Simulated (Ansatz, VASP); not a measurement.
# ZrSeS in two plane-wave programs

One calculation is typed for both programs; each brings its own data sets. How far apart do they land? The structure shown is the start of the Ansatz relaxation below; VASP solves that cell, so the two are compared at the walk's first step.

Calculated with Ansatz 0.2.0; plane waves, with VASP 6.6.1 beside it; single point at PBEsol.

## Step 1: The starting structure

The cell holds 3 atoms: 1 Zr, 1 S and 1 Se. Its edges and angles: a = 3.695 Å, b = 3.695 Å, c = 30.000 Å, α = 90.0°, β = 90.0°, γ = 120.0°. Vacuum lies along c.

Structure file:

```cif
data_structure
_symmetry_space_group_name_H-M 'P 1'
_symmetry_Int_Tables_number 1
_cell_length_a 3.6949
_cell_length_b 3.6949
_cell_length_c 30.0000
_cell_angle_alpha 90.000
_cell_angle_beta 90.000
_cell_angle_gamma 120.000
_cell_volume 354.70
loop_
_atom_site_label
_atom_site_type_symbol
_atom_site_fract_x
_atom_site_fract_y
_atom_site_fract_z
_atom_site_occupancy
Zr1 Zr 0.00000 0.00000 0.33490 1
S2 S 0.33333 0.66667 0.38099 1
Se3 Se 0.66667 0.33333 0.28078 1
```

## Step 2: Ansatz: relaxation, PBEsol

Ansatz runs on its default PAW (the set named soft_2) files.

The two programs are compared at the cell with which this relaxation starts, whose forces are those of its first step.

Contents of input.yaml:

```yaml
crystal:
  lattice:
    - [3.6948971588, 0.0, 0.0]
    - [-1.8474485794, 3.1998748039, 0.0]
    - [0.0, 0.0, 30.0]
  atoms:
    - { symbol: Zr, position: [0.0, 0.0, 0.3349005013] }
    - { symbol: S, position: [0.3333333333, 0.6666666667, 0.3809889352] }
    - { symbol: Se, position: [0.6666666667, 0.3333333333, 0.2807772301] }
  periodic: [true, true, false]
kpoints:
  mp_grid: { grid: [9, 9, 1] }
hamiltonian:
  xc: pbesol
scf:
  occupations: { method: gaussian, width: 0.02 }
output:
  forces: true
  stress: true
  eigenvalues: true
  write_density: true
  write_potential: true
  elf: true
  volumetric_format: npy
relax:
  adjacent_minimum: "off"
  f_tol: 0.005
  max_steps: 80
  cell: { stress_2d_tol: 0.02 }
```

The run is started by

```
> ansatz run input.yaml --threads 8 --pin off --max-ram 14336MiB --backend cpu --events-out ev --progress --plain --runs-dir out
```

Numbers of over 12 decimals in the logs are rounded to 6 here.

The log of the run:

```text
Engine: ansatz 0.2.0, aarch64-unknown-linux-gnu
Pseudopotentials: kind: paw
Pseudopotential: Zr, paw, valence charge 12, recommended cutoff 420 eV (normal), Zr.paw.azcp
Pseudopotential: S, paw, valence charge 6, recommended cutoff 420 eV (normal), S.paw.azcp
Pseudopotential: Se, paw, valence charge 16, recommended cutoff 420 eV (normal), Se.paw.azcp
Functional definition: PBEsol
  exchange = pbesol_x
  correlation = pbesol_c
Crystal: 3 atoms, lattice volume = 354.696 Å³
Basis set: ecut = 420 eV, 6977 PW (Γ), exchange–correlation on 50×50×432 points (8 copies of the dense FFT grid, shifted against one another)
Bands: 21, of which v1, the nominal top of the filled ones, is band 17 counted from 1 (16 counted from 0)
Symmetry: 6 space group operations
Space group: P3m1 (ITA 156), of the structure as read, at distance tolerance 7.1e-5 Å
k-points: 12 of 81 (time reversal used)
Non-local potential: Zr, projectors of the file, l = 0: 3, l = 1: 2, l = 2: 2, l = 3: 2
Non-local potential: S, projectors of the file, l = 0: 2, l = 1: 2, l = 2: 2
Non-local potential: Se, projectors of the file, l = 0: 2, l = 1: 2, l = 2: 3, l = 3: 1
PAW form: soft (Blöchl's): semilocal exchange-correlation on the pseudo side does not see the compensation charge
PAW frozen core: Zr, regenerated for the run's functional, and the local potential with it (the file was generated under x = pbe(κ = 0.804, μ = 0.219515), c = pbe(β = 0.066725))
PAW frozen core: S, regenerated for the run's functional, and the local potential with it (the file was generated under x = pbe(κ = 0.804, μ = 0.219515), c = pbe(β = 0.066725))
PAW frozen core: Se, regenerated for the run's functional, and the local potential with it (the file was generated under x = pbe(κ = 0.804, μ = 0.219515), c = pbe(β = 0.066725))
PAW one-centre angular grid: Zr, 590 points (default); XC on 64 Gauss nodes
PAW one-centre angular grid: S, 110 points (default); XC on 64 Gauss nodes
PAW one-centre angular grid: Se, 590 points (default); XC on 64 Gauss nodes
Initial density: superposition of atomic densities (neutral atoms: chi_scale 0, normalization atom), corrected by the library's trained network
Initial wavefunctions: pseudopotential atomic-orbital guess
Functional: x = pbesol(κ = 0.804, μ = 0.123457), c = pbesol(β = 0.046)
SCF iter   1: F=—  HF=-10442.077694 eV  |F-HF|=—  |Δ(HF+E_count)|=         —  Δρ=2.21e-3  dr2=5.86e-2  ethr=1.77e-3  ⟨swp⟩=14.1  Hψ=1935  notcnv=0
preconditioner: auto → none  [insulator: Δε(μ)=0.618 eV  Ē_g=7.599 eV  σ=0.020 eV  W_gap=1.00  n_scr=16 (ndim 8)  ℏωp=7.9 eV  f_vac=0.775  D(μ)=0.00/eV (n_scr^D=0)  ε∞_Penn≈2.1]
SCF iter   2: F=—  HF=-10442.116357 eV  |F-HF|=—  |Δ(HF+E_count)|=   3.87e-2  Δρ=3.30e-3  dr2=4.16e-1  ethr=1.72e-4  ⟨swp⟩=4.7  Hψ=674  notcnv=0
SCF iter   3: F=—  HF=-10442.074380 eV  |F-HF|=—  |Δ(HF+E_count)|=   4.20e-2  Δρ=1.28e-3  dr2=4.76e-2  ethr=1.72e-4  ⟨swp⟩=4.3  Hψ=517  notcnv=0
SCF iter   4: F=—  HF=-10442.068985 eV  |F-HF|=—  |Δ(HF+E_count)|=   5.39e-3  Δρ=4.20e-4  dr2=5.89e-4  ethr=1.40e-4  ⟨swp⟩=2.8  Hψ=443  notcnv=0
SCF iter   5: F=—  HF=-10442.069277 eV  |F-HF|=—  |Δ(HF+E_count)|=   2.91e-4  Δρ=1.97e-4  dr2=8.84e-5  ethr=1.73e-6  ⟨swp⟩=3.3  Hψ=532  notcnv=0
SCF iter   6: F=—  HF=-10442.069555 eV  |F-HF|=—  |Δ(HF+E_count)|=   2.78e-4  Δρ=5.18e-5  dr2=4.59e-6  ethr=2.60e-7  ⟨swp⟩=3.1  Hψ=435  notcnv=0
SCF iter   7: F=—  HF=-10442.069582 eV  |F-HF|=—  |Δ(HF+E_count)|=   2.74e-5  Δρ=5.71e-6  dr2=2.23e-7  ethr=1.35e-8  ⟨swp⟩=3.8  Hψ=527  notcnv=0
SCF iter   8: F=-10442.069582 eV  HF=-10442.069582 eV  |F-HF|=1.10e-8  |Δ(HF+E_count)|=   2.33e-7  Δρ=1.80e-6  dr2=7.15e-9  ethr=2.94e-10  ⟨swp⟩=18.6  Hψ=2579  notcnv=0
SCF 1 converged in 8 iterations: F = -10442.069582 eV  dr2 = 7.15e-9
  greatest PAW one-centre occupation: 1.000 electrons in one spin orbital (limit 2), on the Se atom at site 2 (counted from 0), in its partial waves of l = 2
relax step   1: F+E_penalty+E_count = -10442.06958242 eV  Δ(F+E_penalty+E_count) = +0.000e0 eV  max|allowed force component| = 5.105e-2 eV/Å  Δτ_max = 0.0000 Å  P = -0.119 N/m  Ω = 354.696 Å³  fix = [c, alpha, beta]  reactions: c +0.000 N/m  (8 SCF iters, dr2 threshold 1.00e-7 eV, accepted)
[...]
relax step   5: F+E_penalty+E_count = -10442.07014434 eV  Δ(F+E_penalty+E_count) = -3.588e-6 eV  max|allowed force component| = 5.855e-4 eV/Å  Δτ_max = 0.0002 Å  P = +0.000 N/m  Ω = 353.012 Å³  energy of the carried Pulay correction = +3.668e-5 eV  fix = [c, alpha, beta]  reactions: c +0.000 N/m  (6 SCF iters, dr2 threshold 1.61e-9 eV, accepted)
[...]
relax step   6: F+E_penalty+E_count = -10442.07010925 eV  Δ(F+E_penalty+E_count) = +3.508e-5 eV  max|allowed force component| = 6.109e-4 eV/Å  Δτ_max = 0.0000 Å  P = -0.000 N/m  Ω = 353.012 Å³  fix = [c, alpha, beta]  reactions: c -0.000 N/m  stress off target by 7.86e-5 N/m on what of the cell is left free  SCF on the basis re-selected at this cell (its energy is not comparable with the rows above)  (7 SCF iters)
basis re-selected at this cell: Δ(F+E_penalty+E_count) = +3.508e-5 eV, ΔP = -0.000 N/m vs the last step (what re-selecting the basis moved, of the pressure what is left beyond the Pulay correction that the steps carried, after the strain that the cell walked since its last selection, with what the two solves' SCF thresholds leave and, on support functions, any second-order correction that the steps lacked; it is no m [...]
WARN: The input density's exchange-correlation potential varies sharply where the density is thin. Do not read a vacuum level from v_tot or v_xc, or from such a field of the output density. On a cell that repeats whose density bears no net charge and no dipole along the vacuum's axis use v_es (v_loc + v_h of the components); under efield.dipole_correction with no amplitude use v_es + v_field, which holds any external [...]
SCF converged after 7 iterations
Free energy (F): -10442.070109 eV
Harris-Foulkes:  -10442.070109 eV  (|F-HF|=9.09e-11)
Internal energy: -10442.070109 eV  (E = F + TS)
E sigma→0 (E₀):  -10442.070109 eV
Fermi energy:    -5.487618 eV
--- Per-component energies (eV) ---
  E_band       = -1003.784153
  E_kinetic    = 558.903961
  E_local      = -57176.510723  (includes V_loc(G=0)·N_el)
  E_nonlocal   = -484.793459
  E_hartree    = 28171.301696
  E_xc         = -360.754033
  E_vxc        = -376.771338  (∫ρ·V_xc dr)
  E_paw        = -5351.102445  (= ΣΔE_a)
  E_vpaw       = 132.784656  (= ΣTr[D̂ρ^β])
  E_aug_tail   = -0.000569  (compensation charges beyond the density's cutoff)
  E_ewald      = 24199.649344
  E_core_change = 1.236120  (= ΣΔE_core)
  E_smearing   = -0.000000  (= −TS)
  E_closure    = -0.000000  (closes the sum)
  Σ components = -10442.070109   (vs F -10442.070109, Δ=0.00e0)
--- Forces (eV/Å), atoms counted from 1 ---
  atom   1  Zr     0.00000000     0.00000000    -0.00058208
  atom   2  S      0.00000000     0.00000000     0.00061089
  atom   3  Se     0.00000000    -0.00000000    -0.00002888
  max |Σ_I F_I| component: 7.49e-8 eV/Å
--- 2D stress c σ (N/m, compression-positive) ---
       -0.000079      -0.000000      -0.000000
        0.000000      -0.000079       0.000000
       -0.000000       0.000000      -0.000000
  P = ½ c Tr σ = -0.0001 N/m
--- Band table (eV; the first three rows and the last of 12) ---
  k-point 0: bands = [... 13 lower, -8.7186, -7.0423, -5.7856, -5.7856, -4.5911, -4.5911, -3.8026, -0.9767]
  k-point 1: bands = [... 13 lower, -8.6548, -6.8613, -6.5944, -6.1804, -4.5181, -4.1311, -3.5611, -1.6063]
  k-point 2: bands = [... 13 lower, -8.5364, -8.0802, -6.6571, -6.5720, -4.7580, -3.5068, -3.1939, -1.8223]
  k-point 11: bands = [... 13 lower, -9.2858, -8.0895, -7.8768, -7.8101, -3.8166, -3.2940, -3.0391, -1.0953]
--- Relaxed structure (5 steps of the walk, 4 accepted, 1 SCFs on fresh bases) ---
  F+E_penalty+E_count = -10442.07010925 eV   max|allowed force component| = 6.109e-4 eV/Å   (the final SCF, on the basis selected at the relaxed cell)
  cell:  # Å, volume = 353.0123 Å³
    - [3.686116, -6.499654479303607e-19, 0]
    - [-1.843058, 3.192270, 0]
    - [0, 0, 30.0]
  atoms:
    - { symbol: Zr, position: [0, 0, 0.334927] }
    - { symbol: S, position: [0.333333, 0.666667, 0.381232] }
    - { symbol: Se, position: [0.666667, 0.333333, 0.280507] }
```

The column dr2 measures how far the density is from self-consistency, as an energy; F and HF (Harris–Foulkes) agree once it is small.

## Step 3: VASP: single point, PBEsol, start cell

The same cell, functional, mesh and smearing now go to VASP, with its own data sets.

Lines of VASP's logs that name or quote its potential files are left out, and so is its time.

Contents of INCAR:

```
SYSTEM = ZrSeS
PREC = Accurate
ENCUT = 400
EDIFF = 1E-06
NELM = 120
ISMEAR = 0
SIGMA = 0.02
LREAL = .FALSE.
ALGO = Normal
GGA = PS
NBANDS = 18
LASPH = .TRUE.
LORBIT = 11
LWAVE = .FALSE.
LCHARG = .FALSE.
ISIF = 2
LDIPOL = .TRUE.
IDIPOL = 3
DIPOL = 0.5 0.5 0.332
LVHAR = .TRUE.
GGA_COMPAT = .FALSE.
EFERMI = MIDGAP
NELMDL = -8
```

Contents of POSCAR:

```
ZrSeS
1.0
    3.6948970000      0.0000000000      0.0000000000
   -1.8474490000      3.1998750000      0.0000000000
    0.0000000000      0.0000000000     30.0000000000
Zr S Se
1 1 1
Direct
    0.0000000000      0.0000000000      0.3349005000
    0.3333334235      0.6666666667      0.3809889333
    0.6666668471      0.3333333333      0.2807772333
```

Contents of KPOINTS:

```
Automatic mesh
0
Gamma
9 9 1
0 0 0
```

PAW data sets: Zr_sv, S and Se (PBE family, release 64).

The run is started by

```
> mpirun -np 1 vasp_std
```

The log of the run:

```text
[banner, memory and clock lines left out]
running    1 mpi-ranks, on    1 nodes
 distrk:  each k-point on    1 cores,    1 groups
 distr:  one band on    1 cores,    1 groups

 POSCAR found type information on POSCAR ZrS Se
 POSCAR found :  3 types and       3 ions
|                                                                             |
|               ----> ADVICE to this user running VASP <----                  |
|                                                                             |
|     You enforced a specific xc type in the INCAR file but a different       |
|     [... a line on the potential file left out ...]
|     I HOPE YOU KNOW WHAT YOU ARE DOING!                                     |
|                                                                             |

 LDA part: xc-table for (Slater+PW92), standard interpolation
 POSCAR, INCAR and KPOINTS ok, starting setup
 FFT: planning ... GRIDC
 FFT: planning ... GRID_SOFT
 FFT: planning ... GRID
 WAVECAR not read
 entering main loop
       N       E                     dE             d eps       ncg     rms          rms(c)
DAV:   1     0.125813734326E+03    0.12581E+03   -0.92877E+03   600   0.784E+02
DAV:   2    -0.554277046662E+01   -0.13136E+03   -0.12861E+03   560   0.189E+02
DAV:   3    -0.231227438798E+02   -0.17580E+02   -0.17489E+02   800   0.582E+01
DAV:   4    -0.234226677140E+02   -0.29992E+00   -0.29937E+00   614   0.838E+00
DAV:   5    -0.234355371050E+02   -0.12869E-01   -0.12860E-01   704   0.140E+00
DAV:   6    -0.234357536368E+02   -0.21653E-03   -0.21649E-03   624   0.193E-01
DAV:   7    -0.234357626419E+02   -0.90051E-05   -0.90048E-05   704   0.293E-02
DAV:   8    -0.234357627399E+02   -0.98064E-07   -0.98024E-07   584   0.439E-03    0.156E+01
DAV:   9    -0.217306693973E+02    0.17051E+01   -0.57413E+00   472   0.133E+01    0.687E+00
DAV:  10    -0.216422586398E+02    0.88411E-01   -0.63673E-01   636   0.424E+00    0.247E+00
DAV:  11    -0.216400074146E+02    0.22512E-02   -0.72215E-02   600   0.162E+00    0.681E-01
DAV:  12    -0.216380222787E+02    0.19851E-02   -0.84780E-03   584   0.659E-01    0.283E-01
DAV:  13    -0.216374178249E+02    0.60445E-03   -0.13997E-03   608   0.238E-01    0.108E-01
DAV:  14    -0.216371780418E+02    0.23978E-03   -0.22946E-04   624   0.802E-02    0.400E-02
[...]
DAV:  19    -0.216376942670E+02   -0.76786E-04   -0.40671E-06   578   0.756E-03    0.330E-03
DAV:  20    -0.216377200778E+02   -0.25811E-04   -0.46041E-07   496   0.299E-03    0.128E-03
DAV:  21    -0.216377477431E+02   -0.27665E-04   -0.30569E-06   522   0.448E-03    0.143E-03
DAV:  22    -0.216377609298E+02   -0.13187E-04   -0.23414E-07   446   0.164E-03    0.480E-04
DAV:  23    -0.216377759043E+02   -0.14975E-04   -0.57818E-07   414   0.187E-03    0.626E-04
DAV:  24    -0.216377802311E+02   -0.43268E-05   -0.95639E-08   430   0.912E-04    0.262E-04
DAV:  25    -0.216377837529E+02   -0.35217E-05   -0.11493E-07   422   0.830E-04    0.250E-04
DAV:  26    -0.216377846082E+02   -0.85528E-06   -0.96366E-09   400   0.313E-04
   1 F= -.21637785E+02 E0= -.21637785E+02  d E =-.582385-113
```

From OUTCAR (step 3):

```text
ion  position               nearest neighbor table
   1  0.000  0.000  0.335-   2 2.54   2 2.54   2 2.54   3 2.68   3 2.68   3 2.68
   2  0.333  0.667  0.381-   1 2.54   1 2.54   1 2.54
   3  0.667  0.333  0.281-   1 2.68   1 2.68   1 2.68

  LATTYP: Found a hexagonal cell.
 ALAT       =     3.6948970000
 C/A-ratio  =     8.1193061674

 Subroutine GETGRP returns: Found  6 space group operations
 (whereof  6 operations were pure point group operations)

The static configuration has the point symmetry C_3v.

 Found     12 irreducible k-points:

   k-points           NKPTS =     12   k-points in BZ     NKDIM =     12   number of bands    NBANDS=     18

   dimension x,y,z NGX =    24 NGY =   24 NGZ =  196
   dimension x,y,z NGXF=    48 NGYF=   48 NGZF=  392

   ENCUT  =  400.0 eV  29.40 Ry    5.42 a.u.   6.03  6.03 48.92*2*pi/ulx,y,z

   NELECT =      24.0000    total number of electrons

 k-points in reciprocal lattice and weights: Automatic mesh
   0.00000000  0.00000000  0.00000000       0.012
   0.11111111  0.00000000  0.00000000       0.074
   0.22222222  0.00000000  0.00000000       0.074
   0.33333333  0.00000000  0.00000000       0.074
   0.44444444  0.00000000  0.00000000       0.074
   0.11111111  0.11111111  0.00000000       0.074
   0.22222222  0.11111111  0.00000000       0.148
   0.33333333  0.11111111  0.00000000       0.148
   0.44444444  0.11111111  0.00000000       0.074
   0.22222222  0.22222222  0.00000000       0.074
   0.33333333  0.22222222  0.00000000       0.148
   0.33333333  0.33333333  0.00000000       0.025

 dipolmoment           0.000000      0.000000     -0.004057 electrons x Angstroem

 average (electrostatic) potential at core
       1 -87.5779       2 -94.6305       3 -60.8721

 E-fermi :  -3.3939

 k-point     1 :       0.0000    0.0000    0.0000
  band No.  band energies     occupation
    ...
      8      -6.6506      2.00000
      9      -6.6506      2.00000
     10      -4.9280      2.00000
     11      -3.7126      2.00000
     12      -3.7126      2.00000
     13      -2.5074      0.00000
     14      -2.5074      0.00000
     15      -1.6887      0.00000
     16       1.1401      0.00000
     17       1.1402      0.00000
    ...

 k-point     2 :       0.1111    0.0000    0.0000
  band No.  band energies     occupation
    ...
      8      -6.9261      2.00000
      9      -6.5858      2.00000
     10      -4.7637      2.00000
     11      -4.5018      2.00000
     12      -4.1060      2.00000
     13      -2.4293      0.00000
     14      -2.0482      0.00000
     15      -1.4498      0.00000
     16       0.4984      0.00000
     17       1.0524      0.00000
    ...

 k-point     3 :       0.2222    0.0000    0.0000
  band No.  band energies     occupation
    ...
      8      -7.2027      2.00000
      9      -6.4632      2.00000
     10      -5.9901      2.00000
     11      -4.5840      2.00000
     12      -4.4606      2.00000
     13      -2.6582      0.00000
     14      -1.4232      0.00000
     15      -1.0879      0.00000
     16       0.2725      0.00000
     17       1.0175      0.00000
    ...

  Total       -0.0613730     -0.0613730      0.1531314      0.0000000     -0.0000000     -0.0000000
  in kB       -0.2772244     -0.2772245      0.6917007      0.0000000     -0.0000000     -0.0000000
  external PRESSURE =       0.0457506 kB  Pullay stress =       0.0000000 kB

  energy-cutoff  :      400.00
  volume of cell :      354.70
      direct lattice vectors                 reciprocal lattice vectors
     3.694897000  0.000000000  0.000000000     0.270643539  0.156256146  0.000000000
    -1.847449000  3.199875000  0.000000000     0.000000000  0.312512208  0.000000000
     0.000000000  0.000000000 30.000000000     0.000000000  0.000000000  0.033333333

 POSITION                                       TOTAL-FORCE (eV/Angst)
 -----------------------------------------------------------------------------------
      0.00000      0.00000     10.04702         0.000000     -0.000000      0.028940
     -0.00000      2.13325     11.42967        -0.000000      0.000000      0.050089
      1.84745      1.06662      8.42332         0.000000     -0.000000     -0.079029
 -----------------------------------------------------------------------------------
    total drift:                               -0.000410     -0.000001     -0.000051

  FREE ENERGIE OF THE ION-ELECTRON SYSTEM (eV)
  ---------------------------------------------------
  free  energy   TOTEN  =       -21.6377846082 eV

  energy  without entropy=      -21.6377846082  energy(sigma->0) =      -21.63778461

 vacuum level on the upper side and lower side of the slab         2.062         2.124

 total charge
# of ion       s       p       d       tot
------------------------------------------
    1        2.176   6.017   1.483   9.675
    2        1.337   2.405   0.000   3.742
    3        1.465   2.394   0.028   3.888
--------------------------------------------------
tot          4.978  10.816   1.511  17.305

[... 3 further parts left out ...]
```

The run ends at a pressure of 0.00 GPa, with forces up to 0.079 eV/Å.

## Step 4: Comparison

Known differences besides the potentials themselves: Ansatz cuts the interaction across the vacuum, VASP repeats the sheet with a dipole correction; the data sets hold 34 valence electrons in Ansatz (on its default PAW (the set named soft_2) files) and 24 in VASP; the cutoff is 420 eV in Ansatz and 400 eV in VASP; Ansatz makes its cores anew for this functional, VASP keeps those of its PBE data sets. Total energies have different zeros and are not compared.

Forces (eV/Å; atoms numbered as in POSCAR):

```
atom        Ansatz x, y, z          VASP x, y, z
 Zr1   0.000, 0.000, 0.024   0.000, 0.000, 0.029
  S2   0.000, 0.000, 0.027   0.000, 0.000, 0.050
 Se3  0.000, 0.000, -0.051  0.000, 0.000, -0.079
```

The forces differ by 12 meV/Å r.m.s., which is 37.5 % of the r.m.s. force of 0.033 eV/Å (both taken over all components). With vacuum in the cell, a pressure given here is an average over mostly empty space and none of the material.

## Step 5: Summary of results

| Item | Value |
| --- | --- |
| r.m.s. force difference (single point, PBEsol, start cell) | 12 meV/Å |

What this shows: The r.m.s. force difference is 12 meV/Å (single point, PBEsol, start cell), at about the 12 meV/Å picked in this series as the mark of a large difference. The data sets hold unlike numbers of valence electrons (34 in Ansatz and 24 in VASP), so part of the differences comes from the potentials. What causes the difference of the single point, PBEsol, start cell pair stays open here. 1 further run of this series is not shown here. How closely two codes agree says nothing of how well the functional describes the real material.

[Lines on the potential files, build, host, timing and source positions are cut from VASP's logs without a mark.]

[Logs are printed without paths, hosts, clocks, repeated set-up lines and the standing remarks that a program may print on its own settings, such as how far it seeks lower states.]

[Hosts, paths, dates, database ids (printed as entryN), source tags and the programs' standing remarks are cut or masked in the printed files.]
